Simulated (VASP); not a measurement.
All values below come from PBE GGA, VASP's PBE PAW potentials (set 64) (plane waves; VASP).

A VASP calculation is set up with these files.

File KPOINTS:
```
Automatic mesh
0
Gamma
8 8 5
0 0 0
```

**POSCAR**
```
CdS
1
    4.2051558540     0.0000000000     0.0000000000
   -2.1025779270     3.6417716167     0.0000000000
    0.0000000000     0.0000000000     6.8297415977
Cd S
2 2
Direct
  0.3333330000   0.6666670000   0.0000000000
  0.6666670000   0.3333330000   0.5000000000
  0.3333330000   0.6666670000   0.3770000000
  0.6666670000   0.3333330000   0.8770000000
```

**INCAR**
```
ALGO = Fast
EDIFF = 1E-5
EDIFFG = -0.03
ENCUT = 400
GGA = PE
IBRION = 2
ISIF = 2
ISMEAR = 0
LASPH = .TRUE.
LCHARG = .FALSE.
LMAXMIX = 4
LREAL = .FALSE.
LWAVE = .FALSE.
NELM = 100
NELMIN = 4
NSW = 20
PREC = Normal
SIGMA = 0.05
SYSTEM = CdS
```

POTCAR, in this order: Cd S (PBE.64 set). Program: vasp_std.

The resulting files:

OUTCAR:
```
 ion  position               nearest neighbor table
   1  0.333  0.667  0.000-   4 2.57   4 2.57   4 2.57   3 2.57
   2  0.667  0.333  0.500-   3 2.57   3 2.57   3 2.57   4 2.57
   3  0.333  0.667  0.377-   2 2.57   2 2.57   2 2.57   1 2.57
   4  0.667  0.333  0.877-   1 2.57   1 2.57   1 2.57   2 2.57
  LATTYP: Found a hexagonal cell.
 ALAT       =     4.2051558540
 C/A-ratio  =     1.6241351890
 Subroutine PRICEL returns:
 Original cell was already a primitive cell.
 Subroutine GETGRP returns: Found 12 space group operations
The static configuration has the point symmetry C_3v.
 The point group associated with its full space group is C_6v.
The dynamic configuration has the point symmetry C_3v.
 Subroutine INISYM returns: Found 12 space group operations
 Subroutine IBZKPT returns following result:
 Found     30 irreducible k-points:

 Following reciprocal coordinates:
            Coordinates               Weight
  0.000000  0.000000  0.000000      1.000000
  0.125000  0.000000  0.000000      6.000000
  0.250000  0.000000  0.000000      6.000000
  0.375000  0.000000  0.000000      6.000000
  0.500000  0.000000  0.000000      3.000000
...
```

**OSZICAR**
```
       N       E                     dE             d eps       ncg     rms          rms(c)
DAV:   1     0.212524712408E+03    0.21252E+03   -0.15533E+04  1320   0.122E+03
DAV:   2    -0.183945244929E+01   -0.21436E+03   -0.21002E+03  1476   0.327E+02
DAV:   3    -0.132742822725E+02   -0.11435E+02   -0.11396E+02  1596   0.760E+01
DAV:   4    -0.133986561690E+02   -0.12437E+00   -0.12429E+00  1514   0.784E+00
DAV:   5    -0.134009010604E+02   -0.22449E-02   -0.22448E-02  1620   0.102E+00    0.107E+01
RMM:   6    -0.123177697812E+02    0.10831E+01   -0.25546E+00  1320   0.839E+00    0.898E+00
RMM:   7    -0.123020739894E+02    0.15696E-01   -0.97729E-01  1320   0.440E+00    0.331E+00
RMM:   8    -0.122930169564E+02    0.90570E-02   -0.65446E-02  1320   0.149E+00    0.163E+00
RMM:   9    -0.122952162679E+02   -0.21993E-02   -0.20601E-02  1320   0.103E+00    0.470E-01
RMM:  10    -0.122943751298E+02    0.84114E-03   -0.48894E-03  1337   0.485E-01    0.142E-01
RMM:  11    -0.122947423919E+02   -0.36726E-03   -0.18676E-03  1321   0.268E-01    0.119E-01
RMM:  12    -0.122946562254E+02    0.86166E-04   -0.32779E-04  1315   0.113E-01    0.220E-02
RMM:  13    -0.122946674196E+02   -0.11194E-04   -0.79357E-05  1052   0.535E-02    0.128E-02
RMM:  14    -0.122946688243E+02   -0.14048E-05   -0.15184E-05   821   0.281E-02
   1 F= -.12294669E+02 E0= -.12294669E+02  d E =-.122947E+02
```

### OUTCAR
```
------------------------ aborting loop because EDIFF is reached ----------------------------------------
  FORCE on cell =-STRESS in cart. coord.  units (eV):
  Direction    XX          YY          ZZ          XY          YZ          ZX
  --------------------------------------------------------------------------------------
  Total       -0.2333226     -0.2333226     -0.1674785     -0.0000000     -0.0000000      0.0000000
  in kB       -3.5741133     -3.5741130     -2.5654911     -0.0000000     -0.0000000      0.0000000
  external PRESSURE =      -3.2379058 kB  Pullay stress =       0.0000000 kB
  volume of cell :      104.59
      direct lattice vectors                 reciprocal lattice vectors
     4.205155854  0.000000000  0.000000000     0.237803314  0.137295814  0.000000000
    -2.102577927  3.641771617  0.000000000     0.000000000  0.274591629  0.000000000
     0.000000000  0.000000000  6.829741598     0.000000000  0.000000000  0.146418424
  FREE ENERGIE OF THE ION-ELECTRON SYSTEM (eV)
  ---------------------------------------------------
  free  energy   TOTEN  =       -12.2946688243 eV

  energy  without entropy=      -12.2946688243  energy(sigma->0) =      -12.29466882

 reached required accuracy - stopping structural energy minimisation
```
(Selected blocks of OUTCAR.)

The compound is CdS in the wurtzite structure. It was relaxed first.
